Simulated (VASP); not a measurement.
# Al4Cd (P4/mmm) in VASP: notebook

One crystal, Al4Cd, is run at these levels: PBE, RPBE; tasks: relaxation of cell and atoms, relaxation of the atoms.

Everything below comes from runs of VASP 6.6.1. Logs are shortened: lines on timing, memory, paths and dates and some standing lists are left out, and cuts for length are marked.

### Step 1. Starting point

Symmetry: P4/mmm, No. 123, tetragonal system. Conventional cell: a = 5.521 Å, b = 5.521 Å, c = 5.608 Å, α = 90.00°, β = 90.00°, γ = 90.00°. Al (site symmetry 2mm) is surrounded by 1 Al at 1.92 Å. Cd (site symmetry 4/mmm) has 8 Al at 2.92 Å as nearest neighbours.

The cell was built by a generator and needn't be a form met in nature.

### Step 2. Relaxation of cell and atoms, PBE

INCAR

```
SYSTEM = Al4Cd
  ALGO = Normal
  EDIFF = 1E-6
  EDIFFG = -0.005
  ENCUT = 600
  GGA = PE
  IBRION = 2
  ISIF = 3
  ISMEAR = 1
  LASPH = .True.
  LCHARG = .False.
  LREAL = .False.
  LWAVE = .False.
  NELM = 60
  NSW = 40
  PREC = Accurate
  SIGMA = 0.2
```

KPOINTS

```
k-points
0
Gamma
  5 5 5
  0 0 0
```

POSCAR

```
Al4Cd
1.0
    5.5211519800      0.0000000000      0.0000000000
    0.0000000000      5.5211519800      0.0000000000
    0.0000000000      0.0000000000      5.6078837500
Al Cd
4 1
Direct
    0.0000000000      0.5000000000      0.1714650700
    0.5000000000      0.0000000000      0.1714650700
    0.0000000000      0.5000000000      0.8285349300
    0.5000000000      0.0000000000      0.8285349300
    0.0000000000      0.0000000000      0.0000000000
```

Potentials or basis: VASP PAW PBE potentials, release 64 (Al, Cd).

The run is started by

```sh
$ cat potpaw_PBE.64/Al/POTCAR potpaw_PBE.64/Cd/POTCAR > POTCAR
$ mpirun -np 1 vasp_std > vasp.out
```

OUTCAR:

```text
SYSTEM = Al4Cd
   EDIFF = 1E-6
   EDIFFG = -0.005
   ENCUT = 600
   GGA = PE
   IBRION = 2
   ISIF = 3
   ISMEAR = 1
   LASPH = .True.
   LREAL = .False.
   NELM = 60
   NSW = 40
   PREC = Accurate

 ion  position               nearest neighbor table
   1  0.000  0.500  0.171-   3 1.92   5 2.92   5 2.92
   2  0.500  0.000  0.171-   4 1.92   5 2.92   5 2.92
   3  0.000  0.500  0.829-   1 1.92   5 2.92   5 2.92
   4  0.500  0.000  0.829-   2 1.92   5 2.92   5 2.92
   5  0.000  0.000  0.000-   1 2.92   2 2.92   3 2.92   4 2.92   1 2.92   3 2.92   2 2.92   4 2.92

  LATTYP: Found a simple tetragonal cell.
 ALAT       =     5.5211519800
 C/A-ratio  =     1.0157089988

  Lattice vectors:

 A1 = (   5.5211519800,   0.0000000000,   0.0000000000)
 A2 = (   0.0000000000,   5.5211519800,   0.0000000000)
 A3 = (   0.0000000000,   0.0000000000,   5.6078837500)

Analysis of symmetry for initial positions (statically):
=====================================================================
 Subroutine PRICEL returns:
 Original cell was already a primitive cell.

 Routine SETGRP: Setting up the symmetry group for a
 simple tetragonal supercell.

 Subroutine GETGRP returns: Found 16 space group operations
 (whereof 16 operations were pure point group operations)
 out of a pool of 16 trial point group operations.

The static configuration has the point symmetry D_4h.

Analysis of symmetry for dynamics (positions and initial velocities):
=====================================================================
 Subroutine PRICEL returns:
 Original cell was already a primitive cell.

 Routine SETGRP: Setting up the symmetry group for a
 simple tetragonal supercell.

 Subroutine GETGRP returns: Found 16 space group operations
 (whereof 16 operations were pure point group operations)
 out of a pool of 16 trial point group operations.

The dynamic configuration has the point symmetry D_4h.

 Subroutine INISYM returns: Found 16 space group operations
 (whereof 16 operations are pure point group operations),
 and found     1 'primitive' translations

----------------------------------------------------------------------------------------

                                     Primitive cell

  volume of cell :     170.9458

  direct lattice vectors                    reciprocal lattice vectors
     5.521151980  0.000000000  0.000000000     0.181121622  0.000000000  0.000000000
     0.000000000  5.521151980  0.000000000     0.000000000  0.181121622  0.000000000
     0.000000000  0.000000000  5.607883750     0.000000000  0.000000000  0.178320387

  length of vectors
     5.521151980  5.521151980  5.607883750     0.181121622  0.181121622  0.178320387

  position of ions in fractional coordinates (direct lattice)
     0.000000000  0.500000000  0.171465070
     0.500000000  0.000000000  0.171465070
     0.000000000  0.500000000  0.828534930
     0.500000000  0.000000000  0.828534930
     0.000000000  0.000000000  0.000000000

  ion indices of the primitive-cell ions
   primitive index   ion index
                 1           1
                 2           2
                 3           3
                 4           4
                 5           5

----------------------------------------------------------------------------------------

 KPOINTS: k-points

Automatic generation of k-mesh.
 Grid dimensions read from file:
 generate k-points for:    5    5    5

 Generating k-lattice:

  Cartesian coordinates                     Fractional coordinates (reciprocal lattice)
     0.036224324  0.000000000  0.000000000     0.200000000  0.000000000  0.000000000
     0.000000000  0.036224324  0.000000000     0.000000000  0.200000000  0.000000000
     0.000000000  0.000000000  0.035664077     0.000000000  0.000000000  0.200000000

  Length of vectors
     0.036224324  0.036224324  0.035664077

  Shift w.r.t. Gamma in fractional coordinates (k-lattice)
     0.000000000  0.000000000  0.000000000

 Subroutine IBZKPT returns following result:
 ===========================================

 Found     18 irreducible k-points:

 Following reciprocal coordinates:
            Coordinates               Weight
  0.000000  0.000000  0.000000      1.000000
  0.200000  0.000000  0.000000      4.000000
  0.400000  0.000000  0.000000      4.000000
  0.200000  0.200000  0.000000      4.000000
  0.400000  0.200000  0.000000      8.000000
  0.400000  0.400000  0.000000      4.000000
[... 10 lines left out ...]
  0.400000  0.200000  0.400000     16.000000
  0.400000  0.400000  0.400000      8.000000
   k-points           NKPTS =     18   k-points in BZ     NKDIM =     18   number of bands    NBANDS=     16
   number of dos      NEDOS =    301   number of ions     NIONS =      5
   total plane-waves  NPLWV = 110592
   dimension x,y,z NGX =    48 NGY =   48 NGZ =   48
   dimension x,y,z NGXF=    96 NGYF=   96 NGZF=   96
   ions per type =               4   1
   NGX,Y,Z   is equivalent  to a cutoff of  14.45, 14.45, 14.23 a.u.
   NGXF,Y,Z  is equivalent  to a cutoff of  28.91, 28.91, 28.46 a.u.
 SYSTEM =  Al4Cd
   PREC   = accura    normal or accurate (medium, high low for compatibility)
   ISTART =      0    job   : 0-new  1-cont  2-samecut
   ICHARG =      2    charge: 1-file 2-atom 10-const
   ISPIN  =      1    spin polarized calculation?
   LNONCOLLINEAR =      F non collinear calculations
   LSORBIT =      F    spin-orbit coupling
   LASPH  =      T    aspherical Exc in radial PAW
   ENCUT  =  600.0 eV  44.10 Ry    6.64 a.u.  11.03 11.03 11.20*2*pi/ulx,y,z
   NELM   =     60;   NELMIN=  2; NELMDL= -5     # of ELM steps
   EDIFF  = 0.1E-05   stopping-criterion for ELM
   LREAL  =      F    real-space projection
   EDIFFG = -.5E-02   stopping-criterion for IOM
   NSW    =     40    number of steps for IOM
   IBRION =      2    ionic relax: 0-MD 1-quasi-New 2-CG
   NFREE  =      1    steps in history (QN), initial steepest desc. (CG)
   ISIF   =      3    stress and relaxation
   ISYM   =      2    0-nonsym 1-usesym 2-fastsym
   POTIM  = 0.5000    time-step for ionic-motion
   TEBEG  =    0.0;   TEEND  =   0.0 temperature during run
   PSTRESS=    0.0 pullay stress
   NELECT =      24.0000    total number of electrons
   NUPDOWN=      -1.0000    fix difference up-down
   EMIN   =  10.00;   EMAX   =-10.00  energy-range for DOS
   EFERMI =   0.00;   METHOD = LEGACY
   ISMEAR =     1;   SIGMA  =   0.20  broadening in eV -4-tet -1-fermi 0-gaus
   EFERMI_NEDOS =   21; number of points for ismear=-14 and -15
   IALGO  =     38    algorithm
   IMIX   =      4    mixing-type and parameters
     AMIX     =   0.40;   BMIX     =  1.00
     AMIX_MAG =   1.60;   BMIX_MAG =  1.00
  volume/ion in A,a.u.               =      34.19       230.72
  Fermi-wavevector in a.u.,A,eV,Ry     =   0.850862  1.607896  9.850157  0.723966
  Thomas-Fermi vector in A             =   1.966905
   LORBIT       =      0    0 simple, 1 ext, 2 COOP (PROOUT), +10 PAW based schemes
   GGA     = PE    functional components
   LHFCALC =     F    Hartree Fock is set to
   AEXX    =    0.0000 exact exchange contribution
   IVDW    =     0    specifies the selected vdW correction
   LEPSILON=     F    determine dielectric tensor
   LRPA    =     F    only Hartree local field effects (RPA)
 conjugate gradient relaxation of ions
 non-spin polarized calculation
 Methfessel and Paxton  Order N= 1 SIGMA  =   0.20
  energy-cutoff  :      600.00
  volume of cell :      170.95
 maximum number of plane-waves:      5725
 NGX is ok and might be reduce to    48
   NGX = 23   NGY = 23   NGZ = 23

--------------------------------------- Ionic step        1  -------------------------------------------

 number of electron      24.0000002 magnetization

 Free energy of the ion-electron system (eV)
  ---------------------------------------------------
  ext. energy  EPLUGINS =         0.00000000
  ---------------------------------------------------
  free energy    TOTEN  =        -5.79527801 eV

  energy without entropy =       -5.78426570  energy(sigma->0) =       -5.79160724

------------------------ aborting loop because EDIFF is reached ----------------------------------------

  FORCE on cell =-STRESS in cart. coord.  units (eV):
  Direction    XX          YY          ZZ          XY          YZ          ZX
  --------------------------------------------------------------------------------------
  -------------------------------------------------------------------------------------
  Total       -2.3073812     -2.3073812     33.4686623      0.0000000     -0.0000000     -0.0000000
  in kB      -21.6257677    -21.6257677    313.6826734      0.0000000     -0.0000000     -0.0000000
  external PRESSURE =      90.1437127 kB  Pullay stress =       0.0000000 kB
[... 98 lines left out ...]
  FREE ENERGIE OF THE ION-ELECTRON SYSTEM (eV)
  ---------------------------------------------------
  free  energy   TOTEN  =        -9.7273333454 eV

  energy  without entropy=       -9.7163289693  energy(sigma->0) =       -9.72366522

 E-fermi :   3.9977     XC(G=0):  -9.1736

 val. band max:        3.9367644472   @ k =   0.2000   0.2000   0.4000
 cond. band min:       3.9991364638   @ k =   0.0000   0.0000   0.4000
 fundamental gap:      0.0623720166
 Fermi energy:         3.9976582102

 k-point     1 :       0.0000    0.0000    0.0000
  band No.  band energies     occupation
      1      -5.3193      2.00000
      2      -5.1780      2.00000
      3      -5.1780      2.00000
      4      -5.0646      2.00000
      5      -4.9427      2.00000
      6      -4.8105      2.00000
[... 8 lines left out ...]
     15       6.2076     -0.00000
     16       6.2076     -0.00000
[... 306 lines left out ...]
  band No.  band energies     occupation
      1      -5.2876      2.00000
      2      -5.2811      2.00000
      3      -5.0905      2.00000
      4      -5.0301      2.00000
      5      -4.9808      2.00000
      6      -1.9070      2.00000
[... 8 lines left out ...]
     15       6.5334     -0.00000
     16       8.2343      0.00000

[... ionic steps 4 to 27 ...]

--------------------------------------- Ionic step       28  -------------------------------------------

 number of electron      24.0000004 magnetization

------------------------ aborting loop because EDIFF is reached ----------------------------------------

  FORCE on cell =-STRESS in cart. coord.  units (eV):
  Direction    XX          YY          ZZ          XY          YZ          ZX
  --------------------------------------------------------------------------------------
  -------------------------------------------------------------------------------------
  Total       -0.0896416     -0.0896416     -0.0523872      0.0000000      0.0000000      0.0000000
  in kB       -1.3428948     -1.3428948     -0.7847976      0.0000000      0.0000000      0.0000000
  external PRESSURE =      -1.1568624 kB  Pullay stress =       0.0000000 kB
[... 63 lines left out ...]
  energy  without entropy=      -14.2053971450  energy(sigma->0) =      -14.20760548

--------------------------------------- Ionic step       30  -------------------------------------------

 number of electron      24.0000005 magnetization

 Free energy of the ion-electron system (eV)
  ---------------------------------------------------
  ext. energy  EPLUGINS =         0.00000000
  ---------------------------------------------------
  free energy    TOTEN  =       -14.20873251 eV

  energy without entropy =      -14.20545879  energy(sigma->0) =      -14.20764127

 E-fermi :   4.8117     XC(G=0):  -9.5256

 val. band max:        4.7740062624   @ k =   0.4000   0.2000   0.2000
 cond. band min:       4.8144561997   @ k =   0.4000   0.2000   0.0000
 fundamental gap:      0.0404499373
 Fermi energy:         4.8117369365

 k-point     1 :       0.0000    0.0000    0.0000
  band No.  band energies     occupation
      1      -4.8093      2.00000
      2      -4.3781      2.00000
      3      -4.3020      2.00000
      4      -4.3020      2.00000
      5      -4.0641      2.00000
      6      -4.0358      2.00000
[... 8 lines left out ...]
     15       7.8398     -0.00000
     16       8.3065     -0.00000
[... 353 lines left out ...]
  FREE ENERGIE OF THE ION-ELECTRON SYSTEM (eV)
  ---------------------------------------------------
  free  energy   TOTEN  =       -14.2087325069 eV

  energy  without entropy=      -14.2054587860  energy(sigma->0) =      -14.20764127

 reached required accuracy - stopping structural energy minimisation
```

Wall time 19 min (1 thread of Intel Xeon Platinum 8488C (Sapphire Rapids), shared host); peak memory 0.38 GiB.

Results:

```yaml
Free_energy: -14.2087 eV
Relaxed_volume: 21.35 Å³/atom
Relaxed_cell: a = 3.971 Å, b = 3.971 Å, c = 6.769 Å, α = 90.00°, β = 90.00°, γ = 90.00°
Space_group_after_relaxing_to_0.05_Å: P4/mmm (No. 123)
Energy_gained_by_relaxing: 1682.7 meV/atom
Ionic_steps: 30
Pressure_after_relaxing: 0.0 GPa
Band_gap_on_the_k_mesh: none (metal or under the smearing width)
```

The path:
| step | energy change (eV) | largest force (eV/Å) | pressure (GPa) | volume (Å³) |
| --- | --- | --- | --- | --- |
| 1 | 0.0000 | 10.4645 | 9.01 | 170.95 |
| 2 | -3.7766 | 0.0343 | -5.99 | 216.19 |
| 3 | -3.9321 | 0.0637 | -6.04 | 212.88 |
| 4 | -4.0972 | 0.1058 | -6.10 | 209.64 |
| 5 | -5.0074 | 0.3190 | -5.44 | 190.71 |
| 6 | -4.8217 | 1.7096 | -2.76 | 180.94 |
| 7 | -5.0485 | 0.4728 | -5.10 | 188.49 |
| 8 | -5.0516 | 0.6761 | -4.61 | 186.41 |
| 9 | -5.8749 | 1.0735 | -4.60 | 163.38 |
| 10 | -6.9329 | 2.2942 | 7.35 | 105.59 |
| 11 | -7.0233 | 1.8245 | 1.70 | 118.02 |
| 12 | -7.5713 | 1.0284 | 2.02 | 110.91 |
| 13 | -7.6917 | 0.1220 | 4.06 | 105.71 |
| 14 | -7.6965 | 0.3415 | 3.50 | 106.69 |
| 15 | -7.9015 | 0.0199 | -0.64 | 112.13 |
| 16 | -7.9135 | 0.0038 | -1.49 | 113.67 |
| 17 | -7.9248 | 0.0105 | -2.97 | 116.77 |
| 18 | -8.1928 | 0.1378 | -2.26 | 112.69 |
| 19 | -8.2811 | 0.0679 | 5.11 | 98.39 |
| 20 | -8.4010 | 0.0647 | 1.09 | 104.65 |
| 21 | -8.4000 | 0.0663 | 1.45 | 104.05 |
| 22 | -8.4011 | 0.0649 | 1.28 | 104.33 |
| 23 | -8.4090 | 0.0144 | -0.10 | 106.88 |
| 24 | -8.4096 | 0.0306 | 0.48 | 105.88 |
| 25 | -8.4132 | 0.0126 | -0.10 | 106.97 |
| 26 | -8.4132 | 0.0097 | -0.16 | 107.06 |
| 27 | -8.4132 | 0.0143 | -0.07 | 106.86 |
| 28 | -8.4134 | 0.0031 | -0.12 | 106.95 |
| 29 | -8.4134 | 0.0016 | 0.06 | 106.62 |
| 30 | -8.4135 | 0.0002 | 0.00 | 106.74 |

Final structure:
```
CELL_PARAMETERS angstrom
3.97094 0.00000 0.00000
0.00000 3.97094 0.00000
0.00000 0.00000 6.76938
ATOMIC_POSITIONS crystal
Al 0.00000 0.50000 0.30209
Al 0.50000 0.00000 0.30209
Al 0.00000 0.50000 0.69791
Al 0.50000 0.00000 0.69791
Cd 0.00000 0.00000 0.00000
```

Caveat: the volume moved by over 15 % at a fixed basis, so the end points are rough.

(Part 1 of 2 ends here.)
